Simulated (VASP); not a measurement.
An input for Quantum ESPRESSO's pw.x (written as the equivalent of a VASP run, and not itself run):

```
&CONTROL
  calculation = 'scf'
  pseudo_dir = './pseudo'
  outdir = './out'
  tprnfor = .true.
  tstress = .true.
/
&SYSTEM
  ibrav = 0
  nat = 3
  ntyp = 2
  ecutwfc = 84
  occupations = 'smearing'
  smearing = 'gaussian'
  degauss = 0.003675
  input_dft = 'pbe'
/
&ELECTRONS
  conv_thr = 7.3e-09
  electron_maxstep = 100
/
ATOMIC_SPECIES
  Pb 207.200 Pb.upf
  F 18.998 F.upf
CELL_PARAMETERS angstrom
     0.0000000    2.9667879    2.9667879
     2.9667879    0.0000000    2.9667879
     2.9667879    2.9667879    0.0000000
ATOMIC_POSITIONS crystal
  Pb   0.0000000  1.0000000  0.0000000
  F    0.2500000  0.2500000  0.2500000
  F    0.7500000  0.7500000  0.7500000
K_POINTS automatic
  7 7 7 0 0 0
```

**Question.** Write the VASP files for the same calculation (PBE).

**Answer.** This is not unique; one that fits is 
### KPOINTS
```
Automatic mesh
0
G
7 7 7
```

### INCAR
```
ALGO=Normal
EDIFF=1E-7
ENCUT=520
GGA=PE
ISIF=2
ISMEAR=0
LASPH=.True.
LCHARG=.False.
LMAXMIX=4
LREAL=.False.
LWAVE=.False.
NELM=100
PREC=Accurate
SIGMA=0.05
SYSTEM=PbF2
```

POSCAR:
```
PbF2
1
    0.0000000000     2.9667879295     2.9667879295
    2.9667879295     0.0000000000     2.9667879295
    2.9667879295     2.9667879295     0.0000000000
Pb F
1 2
Direct
  0.0000000000   1.0000000000   0.0000000000
  0.2500000000   0.2500000000   0.2500000000
  0.7500000000   0.7500000000   0.7500000000
```

POTCAR, in this order: Pb_d F (PBE.64 set). Program: vasp_std.

Limits of the translation: the potentials are each code's own (VASP's PAW set, PseudoDojo norm-conserving files in pw.x), so ENCUT and ecutwfc are chosen apart and not converted; conv_thr bounds pw.x's estimated SCF error, while EDIFF bounds the energy change between steps.

The compound is PbF2 in the fluorite structure, the β form. This cell is one point of a volume scan, at 0.97 of the reference volume.
